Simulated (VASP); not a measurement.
Method: PBEsol GGA, VASP's PBE PAW potentials (set 64) (plane waves; VASP).

Input for VASP

### INCAR
```
SYSTEM = Ga4AsP3
PREC = Accurate
ENCUT = 400
EDIFF = 1E-7
NELM = 100
ALGO = Normal
LREAL = .FALSE.
LASPH = .TRUE.
ISMEAR = 0
SIGMA = 0.05
GGA = PS
LMAXMIX = 4
LWAVE = .FALSE.
LCHARG = .FALSE.
LORBIT = 11
ICHARG = 11
```

POSCAR:
```
Ga4AsP3
1
    0.0000919128     5.4902784433     5.4811177952
    5.4902784433     0.0000919128     5.4811177952
    2.7451851781     2.7451851781    -0.0000000000
Ga P As
4 3 1
Direct
  0.0003196825   0.0003196825   0.9993606352
  0.0073571891   0.4972600604   0.9953827505
  0.4972600604   0.0073571891   0.9953827505
  0.4951494122   0.4951494122   0.0097011756
  0.1249096893   0.1249096893   0.2501806214
  0.1247489207   0.6251034242   0.2501476551
  0.6251034242   0.1247489207   0.2501476551
  0.6251516216   0.6251516216   0.2496967567
```

### KPOINTS
```
k-points along high-symmetry lines
8
Line-mode
Reciprocal
  0.000000   0.000000   0.000000 ! GAMMA
 -0.500000  -0.500000   0.000000 ! Y

 -0.500000  -0.500000   0.000000 ! Y
 -0.625000  -0.375000   0.000000 ! C_0

 -0.375000   0.375000   0.000000 ! SIGMA_0
  0.000000   0.000000   0.000000 ! GAMMA

  0.000000   0.000000   0.000000 ! GAMMA
  0.500000   0.500000   0.500000 ! Z

  0.500000   0.500000   0.500000 ! Z
  0.125000   0.875000   0.500000 ! A_0

 -0.125000   0.125000   0.500000 ! E_0
  0.000000   0.000000   0.500000 ! T

  0.000000   0.000000   0.500000 ! T
 -0.500000  -0.500000   0.000000 ! Y

  0.000000   0.000000   0.000000 ! GAMMA
 -0.500000   0.000000   0.000000 ! S

 -0.500000   0.000000   0.000000 ! S
  0.000000   0.500000   0.500000 ! R

  0.000000   0.500000   0.500000 ! R
  0.500000   0.500000   0.500000 ! Z

  0.500000   0.500000   0.500000 ! Z
  0.000000   0.000000   0.500000 ! T
```

POTCAR, in this order: Ga_d P As (PBE.64 set). Program: vasp_std. Read from the step before: CHGCAR.

Output of the run:

### OUTCAR
```
 ion  position               nearest neighbor table
   1  0.000  0.000  0.999-   5 2.37   5 2.37   7 2.38   6 2.38
   2  0.007  0.497  0.995-   5 2.36   6 2.36   6 2.36   8 2.42
   3  0.497  0.007  0.995-   5 2.36   7 2.36   7 2.36   8 2.42
   4  0.495  0.495  0.010-   6 2.35   7 2.35   8 2.41   8 2.41
   5  0.125  0.125  0.250-   2 2.36   3 2.36   1 2.37   1 2.37
   6  0.125  0.625  0.250-   4 2.35   2 2.36   2 2.36   1 2.38
   7  0.625  0.125  0.250-   4 2.35   3 2.36   3 2.36   1 2.38
   8  0.625  0.625  0.250-   4 2.41   4 2.41   3 2.42   2 2.42
  LATTYP: Found a base centered orthorhombic cell.
 ALAT       =     7.7642962514
 B/A-ratio  =     1.4118775528
 C/A-ratio  =     0.5000167413
 Subroutine PRICEL returns:
 Original cell was already a primitive cell.
 Subroutine GETGRP returns: Found  4 space group operations
The static configuration has the point symmetry C_2v.
The dynamic configuration has the point symmetry C_2v.
 Subroutine INISYM returns: Found  4 space group operations
   k-points           NKPTS =     88   k-points in BZ     NKDIM =     88   number of bands    NBANDS=     43
   number of dos      NEDOS =    301   number of ions     NIONS =      8
   total plane-waves  NPLWV =  81648
   dimension x,y,z NGX =    54 NGY =   54 NGZ =   28
   dimension x,y,z NGXF=   108 NGYF=  108 NGZF=   56
   ions per type =               4   3   1
...
```

File OSZICAR:
```
       N       E                     dE             d eps       ncg     rms          rms(c)
DAV:   1     0.562969722323E+03    0.56297E+03   -0.29259E+04  8014   0.214E+03
DAV:   2     0.504934138425E+02   -0.51248E+03   -0.50025E+03  8184   0.535E+02
DAV:   3    -0.315349600591E+02   -0.82028E+02   -0.78827E+02  8753   0.159E+02
DAV:   4    -0.368045770537E+02   -0.52696E+01   -0.52095E+01  9310   0.400E+01
DAV:   5    -0.369841914506E+02   -0.17961E+00   -0.17864E+00  9908   0.691E+00
DAV:   6    -0.369918407080E+02   -0.76493E-02   -0.76440E-02 10866   0.133E+00
DAV:   7    -0.369919489736E+02   -0.10827E-03   -0.10823E-03 10014   0.156E-01
DAV:   8    -0.369919519641E+02   -0.29905E-05   -0.29903E-05 10760   0.248E-02
DAV:   9    -0.369919520076E+02   -0.43558E-07   -0.43545E-07  7120   0.268E-03
   1 F= -.36991952E+02 E0= -.36991952E+02  d E =-.728226E-13
```

File OUTCAR:
```
 val. band max:        4.5060340557   @ k =   0.0000   0.0000   0.0000

 cond. band min:       5.7591519984   @ k =   0.0000   0.0000   0.5000



 k-point     1 :       0.0000    0.0000    0.0000
  band No.  band energies     occupation
      1     -10.3164      2.00000
      2     -10.2814      2.00000
      3     -10.2577      2.00000
      4     -10.2228      2.00000
      5     -10.1964      2.00000
      6     -10.1799      2.00000
      7     -10.1629      2.00000
      8     -10.1622      2.00000
      9     -10.1465      2.00000
     10     -10.1439      2.00000
     11     -10.1261      2.00000
     12     -10.1067      2.00000
     13     -10.0918      2.00000
     14     -10.0890      2.00000
     15     -10.0868      2.00000
     16     -10.0665      2.00000
     17     -10.0653      2.00000
     18     -10.0523      2.00000
     19     -10.0081      2.00000
     20      -9.9965      2.00000
     21      -8.2015      2.00000
     22      -6.2373      2.00000
     23      -6.0833      2.00000
     24      -5.2639      2.00000
     25      -2.4384      2.00000
     26      -2.3216      2.00000
     27      -2.2323      2.00000
     28       1.6744      2.00000
     29       1.6881      2.00000
     30       3.1325      2.00000
     31       3.2822      2.00000
     32       3.2853      2.00000
     33       3.4058      2.00000
     34       4.4618      2.00000
     35       4.4776      2.00000
     36       4.5060      2.00000
     37       5.7736      0.00000
     38       5.8822      0.00000
     39       5.8858      0.00000
     40       5.9771      0.00000
     41       6.1240      0.00000
     42       8.2079      0.00000
     43       8.2358      0.00000

 k-point     2 :      -0.0714   -0.0714    0.0000
  band No.  band energies     occupation
      1     -10.3157      2.00000
      2     -10.2811      2.00000
      3     -10.2573      2.00000
      4     -10.2225      2.00000
      5     -10.1972      2.00000
      6     -10.1796      2.00000
...
```

The density is held fixed in this step, so its total energy and stress have no physical meaning.

The structure was generated: Ga4AsP3 was put into an ordered model structure (Amm2), which need not be its known phase. It was relaxed first.
